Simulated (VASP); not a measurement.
Output of a VASP run:

OUTCAR:
```
 ion  position               nearest neighbor table
   1  0.000  0.000  0.000-   2 2.67   2 2.67   2 2.67   2 2.67   2 2.67   2 2.67   2 2.67   2 2.67
  LATTYP: Found a simple tetragonal cell.
 ALAT       =     2.7200000000
 C/A-ratio  =     1.3639705882
 Subroutine PRICEL returns:
 Original cell was already a primitive cell.
 Subroutine GETGRP returns: Found 16 space group operations
The static configuration has the point symmetry D_4h.
The dynamic configuration has the point symmetry D_4h.
The overall configuration has the point symmetry D_4h.
 Subroutine INISYM returns: Found 16 space group operations
 Subroutine IBZKPT returns following result:
 Found     30 irreducible k-points:

 Following reciprocal coordinates:
            Coordinates               Weight
  0.000000  0.000000  0.000000      1.000000
  0.142857  0.000000  0.000000      4.000000
  0.285714  0.000000  0.000000      4.000000
  0.428571  0.000000  0.000000      4.000000
  0.142857  0.142857  0.000000      4.000000
  0.285714  0.142857  0.000000      8.000000
  0.428571  0.142857  0.000000      8.000000
  0.285714  0.285714  0.000000      4.000000
  0.428571  0.285714  0.000000      8.000000
  0.428571  0.428571  0.000000      4.000000
  0.000000  0.000000  0.200000      2.000000
  0.142857  0.000000  0.200000      8.000000
  0.285714  0.000000  0.200000      8.000000
  0.428571  0.000000  0.200000      8.000000
  0.142857  0.142857  0.200000      8.000000
  0.285714  0.142857  0.200000     16.000000
  0.428571  0.142857  0.200000     16.000000
  0.285714  0.285714  0.200000      8.000000
  0.428571  0.285714  0.200000     16.000000
  0.428571  0.428571  0.200000      8.000000
  0.000000  0.000000  0.400000      2.000000
  0.142857  0.000000  0.400000      8.000000
  0.285714  0.000000  0.400000      8.000000
  0.428571  0.000000  0.400000      8.000000
  0.142857  0.142857  0.400000      8.000000
  0.285714  0.142857  0.400000     16.000000
  0.428571  0.142857  0.400000     16.000000
  0.285714  0.285714  0.400000      8.000000
  0.428571  0.285714  0.400000     16.000000
  0.428571  0.428571  0.400000      8.000000
   k-points           NKPTS =     30   k-points in BZ     NKDIM =     30   number of bands    NBANDS=     15
   number of dos      NEDOS =    301   number of ions     NIONS =      2
   total plane-waves  NPLWV =   7776
   dimension x,y,z NGX =    18 NGY =   18 NGZ =   24
   dimension x,y,z NGXF=    36 NGYF=   36 NGZF=   48
   ions per type =               1   1
   PREC   = accura    normal or accurate (medium, high low for compatibility)
   ISTART =      0    job   : 0-new  1-cont  2-samecut
   ICHARG =      2    charge: 1-file 2-atom 10-const
   ISPIN  =      2    spin polarized calculation?
   LNONCOLLINEAR =      F non collinear calculations
   LSORBIT =      F    spin-orbit coupling
   INIWAV =      1    electr: 0-lowe 1-rand  2-diag
   ENCUT  =  400.0 eV  29.40 Ry    5.42 a.u.   4.44  4.44  6.05*2*pi/ulx,y,z
   NELM   =    100;   NELMIN=  2; NELMDL= -5     # of ELM steps
   EDIFF  = 0.1E-05   stopping-criterion for ELM
   LREAL  =      F    real-space projection
   NLSPLINE    = F    spline interpolate recip. space projectors
   LMAXMIX     =    6 max onsite mixed and CHGCAR
   VOSKOWN=      0    Vosko Wilk Nusair interpolation
   EDIFFG = 0.1E-04   stopping-criterion for IOM
   NSW    =      0    number of steps for IOM
   NBLOCK =      1;   KBLOCK =      1    inner block; outer block
   IBRION =     -1    ionic relax: 0-MD 1-quasi-New 2-CG
   NFREE  =      0    steps in history (QN), initial steepest desc. (CG)
   ISIF   =      2    stress and relaxation
   ISYM   =      2    0-nonsym 1-usesym 2-fastsym
   TEIN   =    0.0    initial temperature
   TEBEG  =    0.0;   TEEND  =   0.0 temperature during run
   SMASS  =  -3.00    Nose mass-parameter (am)
   PSTRESS=    0.0 pullay stress
   NELECT =      18.0000    total number of electrons
   EFERMI =   0.00;   METHOD = LEGACY
...
```

OSZICAR:
```
       N       E                     dE             d eps       ncg     rms          rms(c)
DAV:   1     0.771896992789E+02    0.77190E+02   -0.74149E+03  1856   0.108E+03
DAV:   2    -0.134679849424E+02   -0.90658E+02   -0.81134E+02  1856   0.229E+02
DAV:   3    -0.161517561053E+02   -0.26838E+01   -0.26055E+01  2241   0.479E+01
DAV:   4    -0.161813797277E+02   -0.29624E-01   -0.29617E-01  2027   0.435E+00
DAV:   5    -0.161821840690E+02   -0.80434E-03   -0.80433E-03  2373   0.799E-01    0.166E+01
DAV:   6    -0.175040189733E+02   -0.13218E+01   -0.13700E+01  1922   0.827E+01    0.239E+01
DAV:   7    -0.148470135295E+02    0.26570E+01   -0.86146E+00  2273   0.802E+01    0.827E+00
DAV:   8    -0.148378356691E+02    0.91779E-02   -0.45260E-01  2175   0.971E+00    0.441E+00
DAV:   9    -0.147887458339E+02    0.49090E-01   -0.12606E-01  2591   0.686E+00    0.206E+00
DAV:  10    -0.147758560618E+02    0.12890E-01   -0.45361E-02  2713   0.426E+00    0.107E+00
DAV:  11    -0.147758716743E+02   -0.15613E-04   -0.86919E-03  2461   0.150E+00    0.485E-01
DAV:  12    -0.147758616554E+02    0.10019E-04   -0.46157E-04  2182   0.255E-01    0.175E-01
DAV:  13    -0.147758397106E+02    0.21945E-04   -0.22585E-04  2199   0.167E-01    0.656E-02
DAV:  14    -0.147758360544E+02    0.36562E-05   -0.36450E-05  2578   0.102E-01    0.265E-02
DAV:  15    -0.147758359711E+02    0.83246E-07   -0.49712E-06  2044   0.351E-02
   1 F= -.14775836E+02 E0= -.14775991E+02  d E =0.465266E-03  mag=     3.2199
```

**OUTCAR**
```
------------------------ aborting loop because EDIFF is reached ----------------------------------------
  FORCE on cell =-STRESS in cart. coord.  units (eV):
  Direction    XX          YY          ZZ          XY          YZ          ZX
  --------------------------------------------------------------------------------------
  Total        0.5373650      0.5373650      0.8598375      0.0000000     -0.0000000      0.0000000
  in kB       31.3666561     31.3666561     50.1897772      0.0000000     -0.0000000      0.0000000
  external PRESSURE =      37.6410298 kB  Pullay stress =       0.0000000 kB
  volume of cell :       27.45
      direct lattice vectors                 reciprocal lattice vectors
     2.720000000  0.000000000  0.000000000     0.367647059  0.000000000  0.000000000
     0.000000000  2.720000000  0.000000000     0.000000000  0.367647059  0.000000000
     0.000000000  0.000000000  3.710000000     0.000000000  0.000000000  0.269541779
 POSITION                                       TOTAL-FORCE (eV/Angst)
 -----------------------------------------------------------------------------------
      0.00000      0.00000      0.00000         0.000000      0.000000      0.000000
      1.36000      1.36000      1.85500         0.000000      0.000000      0.000000
 -----------------------------------------------------------------------------------
    total drift:                                0.000000     -0.000000     -0.000000
  FREE ENERGIE OF THE ION-ELECTRON SYSTEM (eV)
  ---------------------------------------------------
  free  energy   TOTEN  =       -14.7758359711 eV

  energy  without entropy=      -14.7763012367  energy(sigma->0) =      -14.77599106

 total charge

# of ion       s       p       d       tot
------------------------------------------
    1        0.412   0.453   6.137   7.002
    2        0.717   0.669   8.056   9.442
--------------------------------------------------
tot          1.129   1.122  14.193  16.444

 magnetization (x)

# of ion       s       p       d       tot
------------------------------------------
    1        0.006  -0.009   2.906   2.902
    2       -0.028  -0.070   0.396   0.298
--------------------------------------------------
tot         -0.022  -0.080   3.301   3.200
```
(Selected blocks of OUTCAR.)

File POSCAR:
```
FePt
1
    2.7200000000     0.0000000000     0.0000000000
    0.0000000000     2.7200000000     0.0000000000
    0.0000000000     0.0000000000     3.7100000000
Fe Pt
1 1
Direct
  0.0000000000   0.0000000000   0.0000000000
  0.5000000000   0.5000000000   0.5000000000
```

Problem. Reconstruct the remaining input files.

Solution. One answer among several that fit: the input of the run itself, PBE GGA, plane waves, VASP's PBE PAW potentials (set 64).

INCAR:
```
SYSTEM = FePt
PREC = Accurate; ENCUT = 400; LREAL = .FALSE.
LASPH = .TRUE.; KSPACING = 0.35; KGAMMA = .TRUE.
EDIFF = 1E-6; NELM = 100; ALGO = Normal
LMAXMIX = 6
ISMEAR = 1; SIGMA = 0.1
GGA = PE
MAGMOM = 3.0 0.0
ISPIN = 2
ISIF = 2
LWAVE = .FALSE.; LCHARG = .FALSE.; LORBIT = 10
```

POTCAR, in this order: Fe Pt (PBE.64 set). Program: vasp_std.

The compound is FePt in the L1_0 structure. The cell was not relaxed at this level. The run is one of a series of settings (KGAMMA = .TRUE., KSPACING = 0.35, KPOINTS file removed against the base run), some of them coarse on purpose.
